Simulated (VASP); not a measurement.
# HfB2: phonons from a supercell, part 2 of 3

Aim: the phonon dispersion and thermal properties of HfB2. The start is a cell from a database of measured crystal structures.

VASP 6.6.1; LDA; plane waves and PAW (Hf, B).

So far. Step 2 (Relax the host): The run ended after 5 ionic steps, 0.032 eV below its first step, once forces and stress met EDIFFG = -0.02. Step 3 (Tight relaxation): The run ended after 4 ionic steps, 0.000 eV below its first step, once forces and stress met EDIFFG = -0.002.

## 4. Force constants in the supercell

System of this step: HfB2. The cell holds 54 atoms: 18 Hf and 36 B. Cell: a = 9.311 Å, b = 9.311 Å, c = 6.873 Å, α = 90.0°, β = 90.0°, γ = 120.0°. It derives from HfB2.

Each independent atom is moved by 0.015 Å both ways; the forces give the force constants out to half the supercell.

Contents of INCAR:

```
SYSTEM = HfB2
PREC = Accurate
ENCUT = 390
EDIFF = 1E-07
NELM = 120
ISMEAR = 1
SIGMA = 0.2
LREAL = Auto
ALGO = Fast
GGA = CA
NBANDS = 128
LASPH = .TRUE.
LWAVE = .FALSE.
LCHARG = .FALSE.
KPAR = 4
IBRION = 6
NSW = 1
NFREE = 2
POTIM = 0.015
ISIF = 0
ADDGRID = .TRUE.
```

Contents of POSCAR:

```
HfB2
1.0
    9.3107099643      0.0000000000      0.0000000000
   -4.6553549820      8.0633113563      0.0000000000
    0.0000000000      0.0000000000      6.8728971216
Hf B
18 36
Direct
    0.0000000000      0.0000000000      0.0000000000
    0.0000000000      0.0000000000      0.5000000000
    0.0000000000      0.3333333333      0.0000000000
    0.0000000000      0.3333333333      0.5000000000
    0.0000000000      0.6666666667      0.0000000000
    0.0000000000      0.6666666667      0.5000000000
    0.3333333333      0.0000000000      0.0000000000
    0.3333333333      0.0000000000      0.5000000000
    0.3333333333      0.3333333333      0.0000000000
    0.3333333333      0.3333333333      0.5000000000
    0.3333333333      0.6666666667      0.0000000000
    0.3333333333      0.6666666667      0.5000000000
    0.6666666667      0.0000000000      0.0000000000
    0.6666666667      0.0000000000      0.5000000000
    0.6666666667      0.3333333333      0.0000000000
    0.6666666667      0.3333333333      0.5000000000
    0.6666666667      0.6666666667      0.0000000000
    0.6666666667      0.6666666667      0.5000000000
    0.2222222222      0.1111111111      0.2500000000
    0.2222222222      0.1111111111      0.7500000000
    0.2222222222      0.4444444444      0.2500000000
    0.2222222222      0.4444444444      0.7500000000
    0.2222222222      0.7777777778      0.2500000000
    0.2222222222      0.7777777778      0.7500000000
    0.5555555556      0.1111111111      0.2500000000
    0.5555555556      0.1111111111      0.7500000000
    0.5555555556      0.4444444444      0.2500000000
    0.5555555556      0.4444444444      0.7500000000
    0.5555555556      0.7777777778      0.2500000000
    0.5555555556      0.7777777778      0.7500000000
    0.8888888889      0.1111111111      0.2500000000
    0.8888888889      0.1111111111      0.7500000000
    0.8888888889      0.4444444444      0.2500000000
    0.8888888889      0.4444444444      0.7500000000
    0.8888888889      0.7777777778      0.2500000000
    0.8888888889      0.7777777778      0.7500000000
    0.1111111111      0.2222222222      0.2500000000
    0.1111111111      0.2222222222      0.7500000000
    0.1111111111      0.5555555556      0.2500000000
    0.1111111111      0.5555555556      0.7500000000
    0.1111111111      0.8888888889      0.2500000000
    0.1111111111      0.8888888889      0.7500000000
    0.4444444444      0.2222222222      0.2500000000
    0.4444444444      0.2222222222      0.7500000000
    0.4444444444      0.5555555556      0.2500000000
    0.4444444444      0.5555555556      0.7500000000
    0.4444444444      0.8888888889      0.2500000000
    0.4444444444      0.8888888889      0.7500000000
    0.7777777778      0.2222222222      0.2500000000
    0.7777777778      0.2222222222      0.7500000000
    0.7777777778      0.5555555556      0.2500000000
    0.7777777778      0.5555555556      0.7500000000
    0.7777777778      0.8888888889      0.2500000000
    0.7777777778      0.8888888889      0.7500000000
```

Contents of KPOINTS:

```
Automatic mesh
0
Gamma
4 4 5
0 0 0
```

The projector-augmented-wave data sets are Hf and B (LDA family, release 64).

Run with:

```sh
$ mpirun -np 4 vasp_std
```

Log:

```text
[banner, memory and clock lines left out]
running    4 mpi-ranks, on    1 nodes
 distrk:  each k-point on    1 cores,    4 groups
 distr:  one band on    1 cores,    1 groups

 POSCAR found type information on POSCAR HfB
 POSCAR found :  2 types and      54 ions
 LDA part: xc-table for (Slater(with rela. corr.)+CA(PZ))
 , standard interpolation
 POSCAR, INCAR and KPOINTS ok, starting setup
 FFT: planning ... GRIDC
 FFT: planning ... GRID_SOFT
 FFT: planning ... GRID
 WAVECAR not read
 entering main loop
       N       E                     dE             d eps       ncg     rms          rms(c)
DAV:   1     0.239818449206E+03    0.23982E+03   -0.65275E+04  3072   0.991E+02
DAV:   2    -0.528226313573E+03   -0.76804E+03   -0.73366E+03  3824   0.198E+02
DAV:   3    -0.568149139852E+03   -0.39923E+02   -0.39068E+02  3896   0.439E+01
DAV:   4    -0.568904166077E+03   -0.75503E+00   -0.74888E+00  3824   0.616E+00
DAV:   5    -0.568921399398E+03   -0.17233E-01   -0.17193E-01  3792   0.814E-01    0.931E+01
RMM:   6    -0.525521610745E+03    0.43400E+02   -0.94895E+01  3080   0.165E+01    0.522E+01
RMM:   7    -0.525254530724E+03    0.26708E+00   -0.96115E+01  3081   0.156E+01    0.711E+00
RMM:   8    -0.522819413496E+03    0.24351E+01   -0.21985E+01  3074   0.888E+00    0.617E+00
RMM:   9    -0.522660027721E+03    0.15939E+00   -0.11310E+00  3101   0.285E+00    0.983E-01
RMM:  10    -0.522676218847E+03   -0.16191E-01   -0.28339E-01  3104   0.102E+00    0.889E-01
RMM:  11    -0.522673698803E+03    0.25200E-02   -0.41831E-02  3123   0.406E-01    0.556E-01
RMM:  12    -0.522670174190E+03    0.35246E-02   -0.18519E-02  3087   0.245E-01    0.222E-01
RMM:  13    -0.522670515164E+03   -0.34097E-03   -0.45648E-03  3104   0.131E-01    0.686E-02
RMM:  14    -0.522670638060E+03   -0.12290E-03   -0.85816E-04  3201   0.531E-02    0.106E-01
RMM:  15    -0.522670572289E+03    0.65771E-04   -0.14053E-04  3131   0.234E-02    0.111E-01
RMM:  16    -0.522670499561E+03    0.72729E-04   -0.10353E-04  3074   0.182E-02    0.785E-02
RMM:  17    -0.522670486895E+03    0.12665E-04   -0.45818E-05  3101   0.114E-02    0.559E-02
RMM:  18    -0.522670485170E+03    0.17252E-05   -0.60750E-06  3185   0.469E-03    0.501E-02
RMM:  19    -0.522670478224E+03    0.69459E-05   -0.11504E-05  3083   0.585E-03    0.297E-02
RMM:  20    -0.522670475486E+03    0.27381E-05   -0.13297E-05  3086   0.596E-03    0.969E-03
RMM:  21    -0.522670475457E+03    0.29333E-07   -0.21057E-06  3134   0.269E-03    0.580E-03
RMM:  22    -0.522670475502E+03   -0.45598E-07   -0.24513E-07  2173   0.104E-03
   1 F= -.52267048E+03 E0= -.52266602E+03  d E =-.133564E-01
 Found     4 degrees of freedom:
 Finite differences POTIM= 0.01500 DOF=   4
 bond charge predicted
       N       E                     dE             d eps       ncg     rms          rms(c)
DAV:   1    -0.522668029143E+03    0.24463E-02   -0.25415E-01  6016   0.988E-01    0.114E-01
RMM:   2    -0.522668020509E+03    0.86338E-05   -0.26819E-03  5387   0.119E-01    0.506E-02
RMM:   3    -0.522668003912E+03    0.16597E-04   -0.57445E-04  5571   0.436E-02    0.235E-02
RMM:   4    -0.522667996567E+03    0.73453E-05   -0.10312E-04  5613   0.187E-02    0.591E-03
RMM:   5    -0.522667997551E+03   -0.98379E-06   -0.21847E-05  5789   0.818E-03    0.205E-03
RMM:   6    -0.522667997919E+03   -0.36807E-06   -0.40873E-06  5920   0.345E-03    0.123E-03
RMM:   7    -0.522667997962E+03   -0.43659E-07   -0.53280E-07  4355   0.123E-03
   2 F= -.52266800E+03 E0= -.52266355E+03  d E =-.133577E-01
[...]
3 F= -.52266800E+03 E0= -.52266355E+03  d E =-.133577E-01
[...]
4 F= -.52266804E+03 E0= -.52266359E+03  d E =-.133598E-01
[...]
5 F= -.52266804E+03 E0= -.52266359E+03  d E =-.133598E-01
[...]
6 F= -.52266830E+03 E0= -.52266385E+03  d E =-.133526E-01
[...]
7 F= -.52266830E+03 E0= -.52266385E+03  d E =-.133526E-01
[...]
8 F= -.52266897E+03 E0= -.52266452E+03  d E =-.133527E-01
 Finite differences progress:
  Degree of freedom:   4/  4
  Displacement:        1/  2
  Total:               7/  8
 bond charge predicted
       N       E                     dE             d eps       ncg     rms          rms(c)
DAV:   1    -0.522670192654E+03   -0.12235E-02   -0.73765E-01  3688   0.211E+00    0.369E-01
RMM:   2    -0.522669233850E+03    0.95880E-03   -0.81908E-03  3584   0.216E-01    0.119E-01
RMM:   3    -0.522668966059E+03    0.26779E-03   -0.14776E-03  3608   0.764E-02    0.435E-02
RMM:   4    -0.522668963003E+03    0.30559E-05   -0.39084E-04  3639   0.348E-02    0.150E-02
RMM:   5    -0.522668967630E+03   -0.46268E-05   -0.63636E-05  3754   0.150E-02    0.907E-03
RMM:   6    -0.522668968850E+03   -0.12207E-05   -0.15324E-05  3773   0.631E-03    0.317E-03
RMM:   7    -0.522668969092E+03   -0.24142E-06   -0.28419E-06  3659   0.276E-03    0.688E-04
RMM:   8    -0.522668969131E+03   -0.39185E-07   -0.48540E-07  2776   0.111E-03
   9 F= -.52266897E+03 E0= -.52266452E+03  d E =-.133527E-01
 Finite differences progress:
  Degree of freedom:   4/  4
  Displacement:        2/  2
  Total:               8/  8
```

Wall time 79 min (4 MPI ranks of AMD EPYC 7571, shared host); peak memory 6.5 GiB.

Parts of OUTCAR (step 4):

```text
  LATTYP: Found a hexagonal cell.
 ALAT       =     9.3107099643
 C/A-ratio  =     0.7381711113

The static configuration has the point symmetry D_6h.

 Found     12 irreducible k-points:

   k-points           NKPTS =     12   k-points in BZ     NKDIM =     12   number of bands    NBANDS=    128

   dimension x,y,z NGX =    60 NGY =   60 NGZ =   48
   dimension x,y,z NGXF=   120 NGYF=  120 NGZF=   96

   ENCUT  =  390.0 eV  28.66 Ry    5.35 a.u.  14.99 14.99 11.07*2*pi/ulx,y,z

   NELECT =     180.0000    total number of electrons

 E-fermi :   8.4144

 k-point     1 :       0.0000    0.0000    0.0000
  band No.  band energies     occupation
    ...
     85       5.8552      2.00000
     86       5.8552      2.00000
     87       5.8561      2.00000
     88       7.1059      2.00000
     89       7.1059      2.00000
     90       8.5907     -0.01613
     91       8.5907     -0.01613
     92       9.2825     -0.00000
     93       9.2825     -0.00000
     94      10.0699     -0.00000
    ...

 k-point     2 :       0.2500    0.0000    0.0000
  band No.  band energies     occupation
    ...
     85       6.4916      2.00000
     86       6.4925      2.00000
     87       6.5032      2.00000
     88       6.6636      2.00000
     89       6.6638      2.00000
     90       8.6489     -0.07002
     91       8.8875     -0.00413
     92       8.8875     -0.00413
     93       9.4146     -0.00000
     94       9.5057     -0.00000
    ...

  energy-cutoff  :      390.00
  volume of cell :      515.98
      direct lattice vectors                 reciprocal lattice vectors
     9.310709964  0.000000000  0.000000000     0.107403195  0.062009264  0.000000000
    -4.655354982  8.063311356  0.000000000     0.000000000  0.124018527  0.000000000
     0.000000000  0.000000000  6.872897122     0.000000000  0.000000000  0.145499050

 POSITION                                       TOTAL-FORCE (eV/Angst)
 -----------------------------------------------------------------------------------
      0.00000      0.00000      0.00000        -0.013828     -0.007983     -0.022391
      0.00000      0.00000      3.43645         0.012763      0.007369     -0.021589
     -1.55178      2.68777      0.00000        -0.002305      0.001331     -0.000042
     -1.55178      2.68777      3.43645         0.002321     -0.001340     -0.000066
     -3.10357      5.37554      0.00000        -0.000000     -0.002661     -0.000042
     -3.10357      5.37554      3.43645         0.000000      0.002680     -0.000066
      3.10357      0.00000      0.00000         0.013828     -0.007983     -0.022391
      3.10357      0.00000      3.43645        -0.012763      0.007369     -0.021589
      1.55178      2.68777      0.00000         0.000000      0.015967     -0.022391
      1.55178      2.68777      3.43645        -0.000000     -0.014737     -0.021589
     -0.00000      5.37554      0.00000         0.000355      0.000205      0.000747
     -0.00000      5.37554      3.43645        -0.000369     -0.000213      0.000724
      6.20714      0.00000      0.00000        -0.000000     -0.000410      0.000747
      6.20714      0.00000      3.43645         0.000000      0.000427      0.000724
      4.65535      2.68777      0.00000         0.002305      0.001331     -0.000042
      4.65535      2.68777      3.43645        -0.002321     -0.001340     -0.000066
      3.10357      5.37554      0.00000        -0.000355      0.000205      0.000747
      3.10357      5.37554      3.43645         0.000369     -0.000213      0.000724
      1.55178      0.89592      1.70322         0.000000     -0.000000      0.200386
      1.55178      0.89592      5.15467         0.000000     -0.000000     -0.015855
      0.00000      3.58369      1.71822         0.000011     -0.000013     -0.002685
      0.00000      3.58369      5.15467        -0.000030      0.000002     -0.002023
     -1.55178      6.27146      1.71822        -0.000006      0.000016     -0.002685
     -1.55178      6.27146      5.15467        -0.000013     -0.000027     -0.002023
      4.65535      0.89592      1.71822        -0.000017     -0.000003     -0.002685
      4.65535      0.89592      5.15467         0.000017      0.000025     -0.002023
      3.10357      3.58369      1.71822        -0.000011     -0.000013     -0.002685
      3.10357      3.58369      5.15467         0.000030      0.000002     -0.002023
      1.55178      6.27146      1.71822         0.000000     -0.000000     -0.000560
      1.55178      6.27146      5.15467         0.000000     -0.000000     -0.001370
      7.75892      0.89592      1.71822         0.000017     -0.000003     -0.002685
      7.75892      0.89592      5.15467        -0.000017      0.000025     -0.002023
      6.20714      3.58369      1.71822         0.000000     -0.000000     -0.000561
      6.20714      3.58369      5.15467         0.000000     -0.000000     -0.001370
      4.65535      6.27146      1.71822         0.000006      0.000016     -0.002685
      4.65535      6.27146      5.15467         0.000013     -0.000027     -0.002023
      0.00000      1.79185      1.71822         0.000185     -0.000107     -0.011375
      0.00000      1.79185      5.15467         0.000001     -0.000000      0.003512
[...]
-----------------------------------------------------------------------------------
[...]
-0.000000  5.375541  0.000000    -0.000000    0.000000   -0.000000
     -0.000000  5.375541  3.436449     0.000000    0.000000    0.000000
      6.207140  0.000000  0.000000    -0.000000    0.000000    0.000000
      6.207140  0.000000  3.436449     0.000000   -0.000000   -0.000000
      4.655355  2.687770  0.000000    -0.000000   -0.000000   -0.000000
      4.655355  2.687770  3.436449     0.000000   -0.000000    0.000000
      3.103570  5.375541  0.000000    -0.000000   -0.000000    0.000000
      3.103570  5.375541  3.436449     0.000000    0.000000    0.000000
      1.551785  0.895923  1.718224    -0.135986   -0.096362   -0.000000
      1.551785  0.895923  5.154673     0.135986    0.096362   -0.000000
      0.000000  3.583694  1.718224    -0.135986   -0.096362   -0.000000
      0.000000  3.583694  5.154673     0.135986    0.096362   -0.000000
     -1.551785  6.271464  1.718224    -0.135986   -0.096362   -0.000000
     -1.551785  6.271464  5.154673     0.135986    0.096362   -0.000000
      4.655355  0.895923  1.718224    -0.135986   -0.096362   -0.000000
      4.655355  0.895923  5.154673     0.135986    0.096362   -0.000000
      3.103570  3.583694  1.718224    -0.135986   -0.096362   -0.000000
      3.103570  3.583694  5.154673     0.135986    0.096362   -0.000000
      1.551785  6.271464  1.718224    -0.135986   -0.096362    0.000000
      1.551785  6.271464  5.154673     0.135986    0.096362   -0.000000
      7.758925  0.895923  1.718224    -0.135986   -0.096362    0.000000
      7.758925  0.895923  5.154673     0.135986    0.096362   -0.000000
      6.207140  3.583694  1.718224    -0.135986   -0.096362   -0.000000
      6.207140  3.583694  5.154673     0.135986    0.096362   -0.000000
      4.655355  6.271464  1.718224    -0.135986   -0.096362    0.000000
      4.655355  6.271464  5.154673     0.135986    0.096362   -0.000000
      0.000000  1.791847  1.718224     0.135986    0.096362   -0.000000
      0.000000  1.791847  5.154673    -0.135986   -0.096362   -0.000000
[...]
3.103570  7.167388  1.718224     0.135986    0.096362    0.000000
      3.103570  7.167388  5.154673    -0.135986   -0.096362   -0.000000

   2 f  =   25.224246 THz   158.488612 2PiTHz  841.390278 cm-1   104.319052 meV
             X         Y         Z           dx          dy          dz
      0.000000  0.000000  0.000000    -0.000000    0.000000    0.000000
      0.000000  0.000000  3.436449    -0.000000   -0.000000    0.000000
     -1.551785  2.687770  0.000000    -0.000000    0.000000   -0.000000
     -1.551785  2.687770  3.436449    -0.000000   -0.000000   -0.000000
     -3.103570  5.375541  0.000000    -0.000000   -0.000000    0.000000
     -3.103570  5.375541  3.436449    -0.000000    0.000000   -0.000000
      3.103570  0.000000  0.000000    -0.000000    0.000000    0.000000
      3.103570  0.000000  3.436449     0.000000   -0.000000   -0.000000
      1.551785  2.687770  0.000000     0.000000   -0.000000    0.000000
      1.551785  2.687770  3.436449     0.000000   -0.000000   -0.000000
     -0.000000  5.375541  0.000000    -0.000000    0.000000    0.000000
     -0.000000  5.375541  3.436449     0.000000   -0.000000    0.000000
      6.207140  0.000000  0.000000    -0.000000   -0.000000    0.000000
      6.207140  0.000000  3.436449     0.000000   -0.000000   -0.000000
      4.655355  2.687770  0.000000     0.000000    0.000000   -0.000000
      4.655355  2.687770  3.436449     0.000000    0.000000    0.000000
      3.103570  5.375541  0.000000    -0.000000   -0.000000    0.000000
      3.103570  5.375541  3.436449     0.000000    0.000000    0.000000
      1.551785  0.895923  1.718224    -0.096362    0.135986    0.000000
      1.551785  0.895923  5.154673     0.096362   -0.135986   -0.000000
      0.000000  3.583694  1.718224    -0.096362    0.135986    0.000000
      0.000000  3.583694  5.154673     0.096362   -0.135986   -0.000000
     -1.551785  6.271464  1.718224    -0.096362    0.135986    0.000000
     -1.551785  6.271464  5.154673     0.096362   -0.135986    0.000000
      4.655355  0.895923  1.718224    -0.096362    0.135986    0.000000
      4.655355  0.895923  5.154673     0.096362   -0.135986    0.000000
      3.103570  3.583694  1.718224    -0.096362    0.135986    0.000000
      3.103570  3.583694  5.154673     0.096362   -0.135986    0.000000
      1.551785  6.271464  1.718224    -0.096362    0.135986   -0.000000
      1.551785  6.271464  5.154673     0.096362   -0.135986   -0.000000
      7.758925  0.895923  1.718224    -0.096362    0.135986   -0.000000
      7.758925  0.895923  5.154673     0.096362   -0.135986    0.000000
      6.207140  3.583694  1.718224    -0.096362    0.135986    0.000000
      6.207140  3.583694  5.154673     0.096362   -0.135986    0.000000
      4.655355  6.271464  1.718224    -0.096362    0.135986   -0.000000
      4.655355  6.271464  5.154673     0.096362   -0.135986    0.000000
      0.000000  1.791847  1.718224     0.096362   -0.135986    0.000000
      0.000000  1.791847  5.154673    -0.096362    0.135986   -0.000000
[...]
3.103570  7.167388  1.718224     0.096362   -0.135986   -0.000000
      3.103570  7.167388  5.154673    -0.096362    0.135986   -0.000000

   3 f  =   24.860857 THz   156.205374 2PiTHz  829.268939 cm-1   102.816198 meV
             X         Y         Z           dx          dy          dz
    [... 9114 further lines ...]
      4.655355  4.479617  5.154673     0.000000    0.000000    0.054488
      3.103570  7.167388  1.718224     0.000000    0.000000    0.054488
      3.103570  7.167388  5.154673     0.000000    0.000000    0.054488

 ELASTIC MODULI CONTR FROM IONIC RELAXATION (kBar)
 Direction    XX          YY          ZZ          XY          YZ          ZX
 --------------------------------------------------------------------------------
 XX           0.0000      0.0000      0.0000      0.0000      0.0000      0.0000
 YY           0.0000      0.0000      0.0000      0.0000      0.0000      0.0000
 ZZ           0.0000      0.0000      0.0000      0.0000      0.0000      0.0000
 XY           0.0000      0.0000      0.0000      0.0000      0.0000      0.0000
 YZ           0.0000      0.0000      0.0000      0.0000      0.0000      0.0000
 ZX           0.0000      0.0000      0.0000      0.0000      0.0000      0.0000
 --------------------------------------------------------------------------------

[... 1 part as in an earlier step ...]

[... 7 further parts left out ...]
```

The last energy, forces, stress and levels in OUTCAR belong to the last displaced cell, not to the cell of POSCAR.

Numbers from this step:

- electrons: 180
- lowest frequency: -6.46e-6 cm⁻¹
- highest frequency: 841.4 cm⁻¹
- dynamically stable: yes
- zero point energy: 91.58 meV/atom
- heat capacity 300: 15.75 J/K/mol of atoms
- entropy 300: 13.75 J/K/mol of atoms

(Part 2 of 3 ends here.)

[Lines on the potential files, build, host, timing and source positions are cut from VASP's logs without a mark.]

[Logs are printed without paths, hosts, clocks, repeated set-up lines and the standing remarks that a program may print on its own settings, such as how far it seeks lower states.]

[Hosts, paths, dates, database ids (printed as entryN), source tags and the programs' standing remarks are cut or masked in the printed files.]

[Runs that stopped without an error message from VASP are left out.]
